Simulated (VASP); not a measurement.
VASP ran on this input.

### INCAR
```
ISMEAR  =  0
LREAL  =  F   ! projection in real space or not
ALGO  =  Normal   ! blocked Davidson
LMAXMIX  =  4
LCHARG  =  F
LWAVE  =  F
SYSTEM  =  NbH
SIGMA  =  0.136   ! width (eV)
ISIF  =  2
ENCUT  =  300   ! plane-wave cut-off (eV)
PREC  =  Accurate
LASPH  =  T   ! aspherical one-centre terms
NELM  =  100
EDIFF  =  1E-6   ! SCF stop (eV)
```

KPOINTS:
```
Automatic mesh
0
Gamma
11 11 7
0 0 0
```

### POSCAR
```
NbH
1
    1.8542230000    -2.4046870000     0.0000000000
    1.8542230000     2.4046870000     0.0000000000
    0.0000000000     0.0000000000     4.8272900000
Nb H
2 2
Direct
  0.7500000000   0.2500000000   0.2688400000
  0.2500000000   0.7500000000   0.7311600000
  0.2500000000   0.2500000000   0.0000000000
  0.7500000000   0.7500000000   0.0000000000
```

POTCAR, in this order: Nb_sv H (LDA.64 set). Program: vasp_std.

Task: Translate this LDA calculation to Quantum ESPRESSO's pw.x.

Result: One equivalent input (not run):
```
&CONTROL
  calculation = 'scf'
  pseudo_dir = './pseudo'
  outdir = './out'
  tprnfor = .true.
  tstress = .true.
/
&SYSTEM
  ibrav = 0
  nat = 4
  ntyp = 2
  ecutwfc = 82
  occupations = 'smearing'
  smearing = 'gaussian'
  degauss = 0.009996
  input_dft = 'pz'
/
&ELECTRONS
  conv_thr = 7.3e-08
  electron_maxstep = 100
/
ATOMIC_SPECIES
  Nb 92.906 Nb.upf
  H 1.008 H.upf
CELL_PARAMETERS angstrom
     1.8542230   -2.4046870    0.0000000
     1.8542230    2.4046870    0.0000000
     0.0000000    0.0000000    4.8272900
ATOMIC_POSITIONS crystal
  Nb   0.7500000  0.2500000  0.2688400
  Nb   0.2500000  0.7500000  0.7311600
  H    0.2500000  0.2500000  0.0000000
  H    0.7500000  0.7500000  0.0000000
K_POINTS automatic
  11 11 7 0 0 0
```
Limits of the translation: the potentials are each code's own (VASP's PAW set, PseudoDojo norm-conserving files in pw.x), so ENCUT and ecutwfc are chosen apart and not converted; conv_thr bounds pw.x's estimated SCF error, while EDIFF bounds the energy change between steps.

The structure comes from a computed database's NbH entry (Cmme); how it stands against other phases isn't given here. The cell was not relaxed at this level.
